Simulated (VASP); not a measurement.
A VASP calculation is set up with these files.

### KPOINTS
```
Automatic mesh
0
Gamma
6 6 1
0 0 0
```

**INCAR**
```
! general
SYSTEM =ZrH2
PREC   =Accurate
ENCUT  =300
LREAL  =.FALSE.
LASPH  =.TRUE.

! electronic loop
EDIFF  =1E-6
NELM   =100
ALGO   =Normal
LMAXMIX=4

! smearing
ISMEAR =-1
SIGMA  =0.1

! functional
GGA    =PE

! ions
ISIF   =2

! output
LWAVE  =.FALSE.
LCHARG =.FALSE.
```

File POSCAR:
```
ZrH2
3.0448080
  1.0000000000   0.0000000000   0.0000000000
 -0.4999996716   0.8660253783   0.0000000000
  0.0000000000   0.0000000000   5.5429097664
Zr H
1 2
Cartesian
  0.5000006095   0.2886748374   2.7714548832
 -0.0000002810   0.5773505409   2.2989938834
 -0.0000002810   0.5773505409   3.2439158830
```

POTCAR, in this order: Zr_sv H (PBE.64 set). Program: vasp_std.

Write an equivalent input for Quantum ESPRESSO's pw.x.

One equivalent input (not run):
```
&CONTROL
  calculation = 'scf'
  pseudo_dir = './pseudo'
  outdir = './out'
  tprnfor = .true.
  tstress = .true.
/
&SYSTEM
  ibrav = 0
  nat = 3
  ntyp = 2
  ecutwfc = 72
  occupations = 'smearing'
  smearing = 'fermi-dirac'
  degauss = 0.00735
  input_dft = 'pbe'
/
&ELECTRONS
  conv_thr = 7.3e-08
  electron_maxstep = 100
/
ATOMIC_SPECIES
  Zr 91.224 Zr.upf
  H 1.008 H.upf
CELL_PARAMETERS angstrom
     3.0448080    0.0000000    0.0000000
    -1.5224030    2.6368810    0.0000000
     0.0000000    0.0000000   16.8770960
ATOMIC_POSITIONS crystal
  Zr   0.6666670  0.3333330  0.5000000
  H    0.3333330  0.6666670  0.4147630
  H    0.3333330  0.6666670  0.5852370
K_POINTS automatic
  6 6 1 0 0 0
```
What does not carry over: the potentials are each code's own (VASP's PAW set, PseudoDojo norm-conserving files in pw.x), so ENCUT and ecutwfc are chosen apart and not converted; conv_thr bounds pw.x's estimated SCF error, while EDIFF bounds the energy change between steps.

The cell is a sheet with vacuum, built from a generated structure.
